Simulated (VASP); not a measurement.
A convergence study with VASP on BN (space group no. 186 when undisturbed): a few settings are varied, all else stays as given below, so the limit is that of these other settings. One atom is moved off its site, so that forces are finite.

```
BN
1.0
    1.26862    -2.19732     0.00000
    1.26862     2.19732     0.00000
    0.00000     0.00000     4.19890
B N
2 2
Direct
  0.66667   0.33333   0.51191
  0.33333   0.66667   0.00000
  0.66667   0.33333   0.87500
  0.33333   0.66667   0.37500
```

Level of theory: PBE GGA, VASP's PBE PAW potentials (set 64) (plane waves; VASP 6.6.1). The last row used: 400 eV cut-off, 11×11×6 Γ-centred mesh, Fermi-Dirac smearing of 0.020 eV, potentials B N.

```json
[
 {"setting": "SIGMA = 1.0", "E (eV/atom)": "-8.6629", "pressure (GPa)": "2.72", "irreducible k-points": "84"},
 {"setting": "SIGMA = 0.5", "E (eV/atom)": "-8.6914", "pressure (GPa)": "1.61", "irreducible k-points": "84"},
 {"setting": "SIGMA = 0.2", "E (eV/atom)": "-8.6920", "pressure (GPa)": "1.60", "irreducible k-points": "84"},
 {"setting": "SIGMA = 0.1", "E (eV/atom)": "-8.6920", "pressure (GPa)": "1.60", "irreducible k-points": "84"},
 {"setting": "SIGMA = 0.02", "E (eV/atom)": "-8.6920", "pressure (GPa)": "1.60", "irreducible k-points": "84"}
]
```

Left out are rungs that failed or repeat a setting and relaxations that didn't move; long series are thinned to 24 rows.

The structure is a typed BN crystal (space group no. 186). The cell was not relaxed at this level, it is distorted from the ideal structure.
